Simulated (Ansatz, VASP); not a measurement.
# EuCd2P2: VASP beside Ansatz

One calculation is typed for both programs; each brings its own data sets and cutoff. How far apart do they land?

Program: Ansatz 0.2.0. Level of theory: plane waves, with VASP 6.6.1 beside it; relaxation of cell and atoms at r2SCAN, DFT+U. Results are calculated unless marked as measured.

## 1. Starting point

The structure is trigonal, space group P-3m1 (No. 164). The conventional cell has a = 4.340 Å, b = 4.340 Å, c = 7.133 Å, α = 90.00°, β = 90.00°, γ = 120.00°. Nearest to Eu lie 6 P at 3.06 Å. Cd has 4 P at 2.64 to 2.79 Å nearest. Nearest to P lie 4 Cd at 2.64 to 2.79 Å and 3 Eu at 3.06 Å. Farther neighbours are not listed.

Structure file:

```cif
data_structure
_symmetry_space_group_name_H-M 'P-3m1'
_symmetry_Int_Tables_number 164
_cell_length_a 4.3397
_cell_length_b 4.3397
_cell_length_c 7.1326
_cell_angle_alpha 90.000
_cell_angle_beta 90.000
_cell_angle_gamma 120.000
_cell_volume 116.33
loop_
_atom_site_label
_atom_site_type_symbol
_atom_site_symmetry_multiplicity
_atom_site_Wyckoff_symbol
_atom_site_fract_x
_atom_site_fract_y
_atom_site_fract_z
_atom_site_occupancy
Eu1 Eu 1 a 0.00000 0.00000 0.00000 1
Cd1 Cd 2 d 0.66667 0.33333 0.36159 1
P1 P 2 d 0.66667 0.33333 0.75297 1
```

## 2. VASP: relaxation of cell and atoms, r2SCAN, DFT+U

The relaxed volume is the usual yardstick between codes: its relative difference is about their pressure difference at one cell divided by the bulk modulus.

Lines of VASP's logs that name or quote its potential files are left out, and so is its time.

Input file INCAR:

```
SYSTEM = EuCd2P2
PREC = Accurate
ENCUT = 450
EDIFF = 1E-06
NELM = 150
ISMEAR = 0
SIGMA = 0.05
LREAL = .FALSE.
ALGO = Normal
METAGGA = R2SCAN
LASPH = .TRUE.
NBANDS = 34
ISPIN = 2
MAGMOM = 7 0 0 0 0
LDAU = .TRUE.
LDAUTYPE = 2
LDAUL = 3 -1 -1
LDAUU = 5 0 0
LDAUJ = 0 0 0
LDAUPRINT = 1
LMAXMIX = 6
AMIX = 0.2
BMIX = 1E-04
AMIX_MAG = 0.8
BMIX_MAG = 1E-04
LORBIT = 11
LWAVE = .FALSE.
LCHARG = .FALSE.
KPAR = 4
IBRION = 2
NSW = 60
ISIF = 3
EDIFFG = -0.01
```

Input file POSCAR:

```
EuCd2P2
1.0
    4.3397285508      0.0000000000      0.0000000000
   -2.1698642754      3.7583151705      0.0000000000
    0.0000000000      0.0000000000      7.1326169200
Eu Cd P
1 2 2
Direct
    0.0000000000      0.0000000000      0.0000000000
    0.6666666700      0.3333333300      0.3615911800
    0.3333333300      0.6666666700      0.6384088200
    0.6666666700      0.3333333300      0.7529723400
    0.3333333300      0.6666666700      0.2470276600
```

Input file KPOINTS:

```
Automatic mesh
0
Gamma
7 7 4
0 0 0
```

The projector-augmented-wave data sets are Eu, Cd and P (PBE family, release 64).

Command:

```sh
mpirun -np 4 vasp_std
```

Numbers of over 12 decimals in the logs are rounded to 6 here.

What it wrote:

```text
[banner, memory and clock lines left out]
running    4 mpi-ranks, on    1 nodes
 distrk:  each k-point on    1 cores,    4 groups
 distr:  one band on    1 cores,    1 groups

 POSCAR found type information on POSCAR EuCdP
 POSCAR found :  3 types and       5 ions
|                                                                             |
|               ----> ADVICE to this user running VASP <----                  |
|                                                                             |
|     You enforced a specific xc type in the INCAR file but a different       |
|     [... a line on the potential file left out ...]
|     I HOPE YOU KNOW WHAT YOU ARE DOING!                                     |
|                                                                             |

 LDA part: xc-table for (None), standard interpolation
 POSCAR, INCAR and KPOINTS ok, starting setup
 FFT: planning ... GRIDC
 FFT: planning ... GRID_SOFT
 FFT: planning ... GRID
 WAVECAR not read
 entering main loop
       N       E                     dE             d eps       ncg     rms          rms(c)
DAV:   1     0.272381628448E+03    0.27238E+03   -0.21124E+04  5484   0.477E+03
DAV:   2    -0.575484785085E+02   -0.32993E+03   -0.29728E+03  5292   0.523E+02
DAV:   3    -0.104483334176E+03   -0.46935E+02   -0.45701E+02  5738   0.170E+02
DAV:   4    -0.108819395283E+03   -0.43361E+01   -0.42962E+01  7304   0.443E+01
DAV:   5    -0.109241507407E+03   -0.42211E+00   -0.42064E+00  7406   0.114E+01    0.799E+01
DAV:   6    -0.100917429013E+03    0.83241E+01   -0.15725E+01  5814   0.600E+01    0.429E+01
DAV:   7    -0.101084519685E+03   -0.16709E+00   -0.28892E+00  6656   0.273E+01    0.261E+01
DAV:   8    -0.101029119912E+03    0.55400E-01   -0.63064E-01  7160   0.139E+01    0.148E+01
DAV:   9    -0.100985408062E+03    0.43712E-01   -0.45873E-01  6280   0.122E+01    0.885E+00
DAV:  10    -0.101025745055E+03   -0.40337E-01   -0.23971E-01  6784   0.540E+00    0.469E+00
DAV:  11    -0.101007475362E+03    0.18270E-01   -0.87256E-02  6294   0.500E+00    0.187E+00
DAV:  12    -0.101006228915E+03    0.12464E-02   -0.11662E-02  6712   0.108E+00    0.158E+00
DAV:  13    -0.101006335190E+03   -0.10628E-03   -0.23805E-03  6320   0.293E-01    0.887E-01
DAV:  14    -0.101006164835E+03    0.17036E-03   -0.70740E-04  6480   0.201E-01    0.482E-01
DAV:  15    -0.101006149105E+03    0.15729E-04   -0.34164E-04  6104   0.175E-01    0.334E-01
DAV:  16    -0.101006159576E+03   -0.10470E-04   -0.41626E-05  6992   0.913E-02    0.109E-01
DAV:  17    -0.101006157723E+03    0.18529E-05   -0.17863E-05  5328   0.482E-02    0.503E-02
DAV:  18    -0.101006157290E+03    0.43298E-06   -0.77113E-06  5280   0.540E-02
   1 F= -.10100616E+03 E0= -.10100616E+03  d E =-.101006E+03  mag=     7.0000
[... from here on, the cycles between the ionic steps are left out ...]
   2 F= -.10100884E+03 E0= -.10100884E+03  d E =-.268067E-02  mag=     7.0000
  20 F= -.10101114E+03 E0= -.10101114E+03  d E =0.671714E-05  mag=     7.0000
  21 F= -.10101114E+03 E0= -.10101114E+03  d E =0.439946E-05  mag=     7.0000
  22 F= -.10101114E+03 E0= -.10101114E+03  d E =0.798975E-06  mag=     7.0000
  23 F= -.10101114E+03 E0= -.10101114E+03  d E =-.839609E-06  mag=     7.0000
  24 F= -.10101114E+03 E0= -.10101114E+03  d E =-.118726E-05  mag=     7.0000
  25 F= -.10101114E+03 E0= -.10101114E+03  d E =-.119717E-05  mag=     7.0000
  26 F= -.10101116E+03 E0= -.10101116E+03  d E =-.160051E-04  mag=     7.0000
  27 F= -.10101116E+03 E0= -.10101116E+03  d E =-.145342E-04  mag=     7.0000
  28 F= -.10101116E+03 E0= -.10101116E+03  d E =-.116941E-04  mag=     7.0000
  29 F= -.10101115E+03 E0= -.10101115E+03  d E =-.621773E-05  mag=     7.0000
  30 F= -.10101115E+03 E0= -.10101115E+03  d E =-.212575E-05  mag=     7.0000
  31 F= -.10101114E+03 E0= -.10101114E+03  d E =0.592045E-07  mag=     7.0000
  32 F= -.10101114E+03 E0= -.10101114E+03  d E =0.107623E-05  mag=     7.0000
  33 F= -.10101115E+03 E0= -.10101115E+03  d E =-.481798E-05  mag=     7.0000
 ZBRENT: can't locate minimum, use default step
 trial-energy change:   -0.000005  1 .order   -0.000006   -0.000006   -0.000005
 step:   1.2111(harm=  2.2268)  dis= 0.00087  next Energy=  -101.011166 (dE=-0.222E-04)
 bond charge predicted
       N       E                     dE             d eps       ncg     rms          rms(c)
DAV:   1    -0.101011126895E+03    0.21231E-04   -0.90284E-03  4678   0.706E-01    0.429E-02
DAV:   2    -0.101011160828E+03   -0.33933E-04   -0.24149E-04  6142   0.215E-01    0.254E-02
DAV:   3    -0.101011159795E+03    0.10328E-05   -0.37545E-06  4224   0.207E-02    0.232E-02
DAV:   4    -0.101011159393E+03    0.40178E-06   -0.28114E-07  2074   0.167E-02
  34 F= -.10101116E+03 E0= -.10101116E+03  d E =-.161144E-04  mag=     7.0000
 curvature:  -0.93 expect dE=-0.223E-04 dE for cont linesearch -0.104E-04
 trial: gam= 0.00000 g(F)=  0.625E-05 g(S)=  0.177E-04 ort = 0.161E-04 (trialstep = 0.469E+00)
 search vector abs. value=  0.239E-04
 reached required accuracy - stopping structural energy minimisation
```

OUTCAR, selected parts (step 2):

```text
ion  position               nearest neighbor table
   1  0.000  0.000  0.000-   4 3.06   5 3.06   5 3.06   4 3.06   4 3.06   5 3.06   2 3.60   3 3.60
                             3 3.60   2 3.60   3 3.60   2 3.60
   2  0.667  0.333  0.362-   5 2.64   5 2.64   5 2.64   4 2.79   3 3.19   3 3.19   3 3.19   1 3.60
                             1 3.60   1 3.60
   3  0.333  0.667  0.638-   4 2.64   4 2.64   4 2.64   5 2.79   2 3.19   2 3.19   2 3.19   1 3.60
                             1 3.60   1 3.60
   4  0.667  0.333  0.753-   3 2.64   3 2.64   3 2.64   2 2.79   1 3.06   1 3.06   1 3.06
   5  0.333  0.667  0.247-   2 2.64   2 2.64   2 2.64   3 2.79   1 3.06   1 3.06   1 3.06

  LATTYP: Found a hexagonal cell.
 ALAT       =     4.3397285508
 C/A-ratio  =     1.6435629179

 Subroutine GETGRP returns: Found 12 space group operations
 (whereof 12 operations were pure point group operations)

The static configuration has the point symmetry D_3d.

 Found     28 irreducible k-points:

   k-points           NKPTS =     28   k-points in BZ     NKDIM =     28   number of bands    NBANDS=     34

   dimension x,y,z NGX =    30 NGY =   30 NGZ =   50
   dimension x,y,z NGXF=    60 NGYF=   60 NGZF=  100

   ENCUT  =  450.0 eV  33.07 Ry    5.75 a.u.   7.51  7.51 12.34*2*pi/ulx,y,z

   NELECT =      51.0000    total number of electrons

 k-points in reciprocal lattice and weights: Automatic mesh
   0.00000000  0.00000000  0.00000000       0.005
   0.14285714  0.00000000  0.00000000       0.031
   0.28571429 -0.00000000  0.00000000       0.031
   0.42857143  0.00000000  0.00000000       0.031
   0.14285714  0.14285714  0.00000000       0.031
   0.28571429  0.14285714  0.00000000       0.061
   0.42857143  0.14285714  0.00000000       0.031
   0.28571429  0.28571429  0.00000000       0.031
   0.00000000  0.00000000  0.25000000       0.010
[...]
0.42857143  0.14285714  0.50000000       0.031
   0.28571429  0.28571429  0.50000000       0.031

atom =   1  type =  1  l = 3

 onsite density matrix

spin component  1

  0.9734 -0.0000 -0.0000 -0.0010 -0.0000 -0.0000 -0.0000
 -0.0000  0.9748 -0.0000 -0.0000  0.0024  0.0000 -0.0000
 -0.0000 -0.0000  0.9750 -0.0000  0.0000  0.0024  0.0000
 -0.0010 -0.0000 -0.0000  0.9776 -0.0000 -0.0000 -0.0000
 -0.0000  0.0024  0.0000 -0.0000  0.9750 -0.0000 -0.0000
 -0.0000  0.0000  0.0024 -0.0000 -0.0000  0.9748  0.0000
 -0.0000 -0.0000  0.0000 -0.0000 -0.0000  0.0000  0.9776

spin component  2

  0.0012 -0.0000 -0.0000  0.0010 -0.0000 -0.0000 -0.0000
 -0.0000  0.0020 -0.0000 -0.0000 -0.0003  0.0000  0.0000
 -0.0000 -0.0000  0.0009 -0.0000  0.0000 -0.0003  0.0000
  0.0010 -0.0000 -0.0000  0.0010 -0.0000 -0.0000 -0.0000
 -0.0000 -0.0003  0.0000 -0.0000  0.0009 -0.0000 -0.0000
 -0.0000  0.0000 -0.0003 -0.0000 -0.0000  0.0020  0.0000
 -0.0000  0.0000  0.0000 -0.0000 -0.0000  0.0000  0.0006

 occupancies and eigenvectors

  o =  0.0001  v =  0.0000  0.0000  0.0000  0.0000  0.0000  0.0000  0.0000 -0.6665  0.0000 -0.0000  0.7455 -0.0000  0.0000 -0.0000      0.0000  0.0000  0.0000  0.0000  0.0000  0.0000  0.0000  0.0000  0.0000  0.0000  0.0000  0.0000  0.0000  0.0000
  o =  0.0006  v =  0.0000  0.0000  0.0000  0.0000  0.0000  0.0000  0.0000 -0.0000 -0.0000  0.0000 -0.0000 -0.0000  0.0000 -1.0000      0.0000  0.0000  0.0000  0.0000  0.0000  0.0000  0.0000  0.0000  0.0000  0.0000  0.0000  0.0000  0.0000  0.0000
  o =  0.0008  v =  0.0000  0.0000  0.0000  0.0000  0.0000  0.0000  0.0000  0.0000 -0.0000  0.9711  0.0000 -0.0001  0.2386  0.0000      0.0000  0.0000  0.0000  0.0000  0.0000  0.0000  0.0000  0.0000  0.0000  0.0000  0.0000  0.0000  0.0000  0.0000
  o =  0.0008  v =  0.0000  0.0000  0.0000  0.0000  0.0000  0.0000  0.0000  0.0000  0.2386  0.0001  0.0000  0.9711  0.0000 -0.0000      0.0000  0.0000  0.0000  0.0000  0.0000  0.0000  0.0000  0.0000  0.0000  0.0000  0.0000  0.0000  0.0000  0.0000
  o =  0.0020  v =  0.0000  0.0000  0.0000  0.0000  0.0000  0.0000  0.0000  0.7455  0.0000 -0.0000  0.6665 -0.0000  0.0000 -0.0000      0.0000  0.0000  0.0000  0.0000  0.0000  0.0000  0.0000  0.0000  0.0000  0.0000  0.0000  0.0000  0.0000  0.0000
[...]
o =  0.9725  v =  0.0000 -0.0000  0.6937 -0.0000  0.0000 -0.7203  0.0000  0.0000  0.0000  0.0000  0.0000  0.0000  0.0000  0.0000      0.0000  0.0000  0.0000  0.0000  0.0000  0.0000  0.0000  0.0000  0.0000  0.0000  0.0000  0.0000  0.0000  0.0000
  o =  0.9725  v = -0.0000 -0.7203 -0.0000  0.0000  0.6937  0.0000  0.0000  0.0000  0.0000  0.0000  0.0000  0.0000  0.0000  0.0000      0.0000  0.0000  0.0000  0.0000  0.0000  0.0000  0.0000  0.0000  0.0000  0.0000  0.0000  0.0000  0.0000  0.0000
  o =  0.9731  v =  0.9742  0.0000 -0.0000  0.2259 -0.0000  0.0000  0.0000  0.0000  0.0000  0.0000  0.0000  0.0000  0.0000  0.0000      0.0000  0.0000  0.0000  0.0000  0.0000  0.0000  0.0000  0.0000  0.0000  0.0000  0.0000  0.0000  0.0000  0.0000
  o =  0.9774  v =  0.0000 -0.0000 -0.7203 -0.0000 -0.0000 -0.6937 -0.0000  0.0000  0.0000  0.0000  0.0000  0.0000  0.0000  0.0000      0.0000  0.0000  0.0000  0.0000  0.0000  0.0000  0.0000  0.0000  0.0000  0.0000  0.0000  0.0000  0.0000  0.0000
  o =  0.9774  v =  0.0000  0.6937 -0.0000 -0.0000  0.7203 -0.0000  0.0000  0.0000  0.0000  0.0000  0.0000  0.0000  0.0000  0.0000      0.0000  0.0000  0.0000  0.0000  0.0000  0.0000  0.0000  0.0000  0.0000  0.0000  0.0000  0.0000  0.0000  0.0000
  o =  0.9776  v = -0.0000 -0.0000  0.0000 -0.0000 -0.0000  0.0000  1.0000  0.0000  0.0000  0.0000  0.0000  0.0000  0.0000  0.0000      0.0000  0.0000  0.0000  0.0000  0.0000  0.0000  0.0000  0.0000  0.0000  0.0000  0.0000  0.0000  0.0000  0.0000
  o =  0.9778  v =  0.2259 -0.0000  0.0000 -0.9742 -0.0000  0.0000  0.0000  0.0000  0.0000  0.0000  0.0000  0.0000  0.0000  0.0000      0.0000  0.0000  0.0000  0.0000  0.0000  0.0000  0.0000  0.0000  0.0000  0.0000  0.0000  0.0000  0.0000  0.0000

 average (electrostatic) potential at core
       1 -43.5769       2 -43.9755       3 -43.9755       4 -87.5062       5 -87.5062

 E-fermi :   3.9262

 spin component 1
 k-point     1 :       0.0000    0.0000    0.0000
  band No.  band energies     occupation
    ...
     25       2.6537      1.00000
     26       2.7066      1.00000
     27       3.5690      1.00000
     28       3.5690      1.00000
     29       3.5803      1.00000
     30       4.3342      0.00000
     31       4.5741      0.00000
     32       5.6097      0.00000
     33       6.0209      0.00000
     34       6.0209      0.00000

 k-point     2 :       0.1429    0.0000    0.0000
  band No.  band energies     occupation
    ...
     25       2.6587      1.00000
     26       2.7139      1.00000
     27       2.8698      1.00000
     28       3.2217      1.00000
     29       3.2785      1.00000
     30       4.9377      0.00000
     31       5.1834      0.00000
     32       6.0017      0.00000
     33       6.6612      0.00000
     34       6.7829      0.00000

 k-point     3 :       0.2857   -0.0000    0.0000
  band No.  band energies     occupation
    ...
     25       2.6613      1.00000
     26       2.6972      1.00000
     27       2.7072      1.00000
     28       2.8600      1.00000
     29       2.8727      1.00000
     30       4.8352      0.00000
     31       5.6686      0.00000
     32       7.0947      0.00000
     33       7.2411      0.00000
     34       7.3485      0.00000

 k-point     4 :       0.4286    0.0000    0.0000
  band No.  band energies     occupation
    ...
     25       2.6559      1.00000
     26       2.6708      1.00000
     27       2.6714      1.00000
     28       2.7438      1.00000
     29       2.8051      1.00000
     30       4.4769      0.00000
     31       6.2106      0.00000
     32       6.5718      0.00000
     33       8.0305      0.00000
     34       8.0996      0.00000

 k-point     5 :       0.1429    0.1429    0.0000
  band No.  band energies     occupation
    ...
     25       2.6675      1.00000
     26       2.7041      1.00000
     27       2.7611      1.00000
     28       2.7611      1.00000
     29       3.1153      1.00000
     30       5.2465      0.00000
     31       5.8411      0.00000
     32       6.1416      0.00000
     33       6.9849      0.00000
     34       7.0127      0.00000

 k-point     6 :       0.2857    0.1429    0.0000
  band No.  band energies     occupation
    ...
     25       2.6654      1.00000
     26       2.6701      1.00000
     27       2.6863      1.00000
     28       2.7235      1.00000
     29       2.8045      1.00000
     30       5.3937      0.00000
     31       5.8938      0.00000
     32       6.9837      0.00000
     33       7.2022      0.00000
     34       7.7843      0.00000

  Total        0.0224976      0.0224976     -0.0286200      0.0000000      0.0000000      0.0000000
  in kB        0.3070944      0.3070944     -0.3906662      0.0000000      0.0000000      0.0000000
  external PRESSURE =       0.0745075 kB  Pullay stress =       0.0000000 kB

  energy-cutoff  :      450.00
  volume of cell :      117.37
      direct lattice vectors                 reciprocal lattice vectors
     4.340798398 -0.000000000  0.000000000     0.230372367  0.133005548  0.000000000
    -2.170399199  3.759241685  0.000000000     0.000000000  0.266011096  0.000000000
    -0.000000000 -0.000000000  7.192916287    -0.000000000 -0.000000000  0.139025669

 POSITION                                       TOTAL-FORCE (eV/Angst)
 -----------------------------------------------------------------------------------
      0.00000      0.00000      0.00000        -0.000000     -0.000000      0.000000
      2.17040      1.25308      2.60987        -0.000000     -0.000000      0.007826
     -0.00000      2.50616      4.58305         0.000000      0.000000     -0.007826
      2.17040      1.25308      5.39504        -0.000000     -0.000000      0.001887
     -0.00000      2.50616      1.79787         0.000000      0.000000     -0.001887
 -----------------------------------------------------------------------------------
    total drift:                               -0.000000      0.000000     -0.000000

  FREE ENERGIE OF THE ION-ELECTRON SYSTEM (eV)
  ---------------------------------------------------
  free  energy   TOTEN  =      -101.0111593935 eV

  energy  without entropy=     -101.0111593935  energy(sigma->0) =     -101.01115939

 reached required accuracy - stopping structural energy minimisation

 total charge
# of ion       s       p       d       f       tot
--------------------------------------------------
    1        2.036   5.818   0.248   6.829  14.932
    2        0.449   0.346   9.535   0.000  10.331
    3        0.449   0.346   9.535   0.000  10.331
    4        1.018   1.502   0.000   0.000   2.520
    5        1.018   1.502   0.000   0.000   2.520
--------------------------------------------------
tot          4.971   9.515  19.319   6.829  40.634

 magnetization (x)
# of ion       s       p       d       f       tot
--------------------------------------------------
    1       -0.025  -0.194   0.049   6.813   6.642
    2       -0.003  -0.003  -0.000   0.000  -0.006
    3       -0.003  -0.003  -0.000   0.000  -0.006
    4       -0.006  -0.021   0.000   0.000  -0.027
    5       -0.006  -0.021   0.000   0.000  -0.027
--------------------------------------------------
tot         -0.042  -0.242   0.048   6.813   6.576

[... 6 further parts left out ...]
```

The cell holds one magnetic atom, so no antiferromagnetic order fits into it. Experiment finds antiferromagnetic order in this phase (below 11 K, arxiv:2203.12739), so this ferromagnetic run describes another state. The run keeps the 12 symmetry operations of its start, so it cannot find a distortion of lower symmetry.

(Continued in part 2 of 2.)

[Lines on the potential files, build, host, timing and source positions are cut from VASP's logs without a mark.]

[Logs are printed without paths, hosts, clocks, repeated set-up lines and the standing remarks that a program may print on its own settings, such as how far it seeks lower states.]

[Hosts, paths, dates, database ids (printed as entryN), source tags and the programs' standing remarks are cut or masked in the printed files.]
